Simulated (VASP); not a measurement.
Bi3SbO3:

```
CELL_PARAMETERS angstrom
5.90509 0.00000 0.00000
-2.95255 5.11396 0.00000
0.00000 0.00000 5.66511
ATOMIC_POSITIONS crystal
Sb 0.00000 0.00000 0.00000
Bi 0.50000 0.00000 0.00000
Bi 0.00000 0.50000 0.00000
Bi 0.50000 0.50000 0.00000
O 0.50000 0.00000 0.50000
O 0.00000 0.50000 0.50000
O 0.50000 0.50000 0.50000
```

The cell was built by a generator and needn't be a form met in nature.

| Quantity | Value |
| --- | --- |
| Program | VASP 6.6.1 |
| Task | relaxation of cell and atoms |
| Functional | PBE |
| Potentials or basis | VASP PAW PBE potentials, release 64 (Sb, Bi_d, O) |
| Cutoff | 520 eV |
| k mesh | 3 × 3 × 3 |
| Occupations | gaussian, width 0.15 eV |
| Spin | no spin polarisation |

At the start: pressure 4.9 GPa; volume 24.44 Å³/atom.

**Question.** How do energy, volume and symmetry change on relaxing?

**Answer.** Over 8 steps the energy falls by 1327.4 meV/atom and the volume is 24.83 Å³/atom (+1.6 %); space group P6/mmm (No. 191, to 0.05 Å).

The path:
| step | energy change (eV) | largest force (eV/Å) | pressure (GPa) | volume (Å³) |
| --- | --- | --- | --- | --- |
| 1 | 0.0000 | 0.0000 | 4.93 | 171.08 |
| 2 | -8.6852 | 0.0000 | -5.41 | 182.83 |
| 3 | -9.1099 | 0.0000 | -0.70 | 183.30 |
| 4 | -9.2028 | 0.0000 | -3.13 | 183.29 |
| 5 | -9.2148 | 0.0000 | -2.70 | 183.31 |
| 6 | -9.1687 | 0.0000 | 2.79 | 172.02 |
| 7 | -9.2569 | 0.0000 | -0.65 | 178.55 |
| 8 | -9.2915 | 0.0000 | -0.16 | 173.83 |

Final structure:
```xyz
7
Lattice="6.8199 0.0000 0.0000 -3.4099 5.9062 0.0000 0.0000 0.0000 4.3156" Properties=species:S:1:pos:R:3 pbc="T T T"
Sb   -3.4099    5.9062    0.0000
Bi    3.4099    0.0000    4.3156
Bi   -1.7050    2.9531    0.0000
Bi    1.7050    2.9531    4.3156
O     0.0000    5.9062    2.1578
O    -1.7050    2.9531    2.1578
O     1.7050    2.9531    2.1578
```

Caveat: the k mesh is coarse (spacing up to 0.41 Å⁻¹), so the values aren't converged.
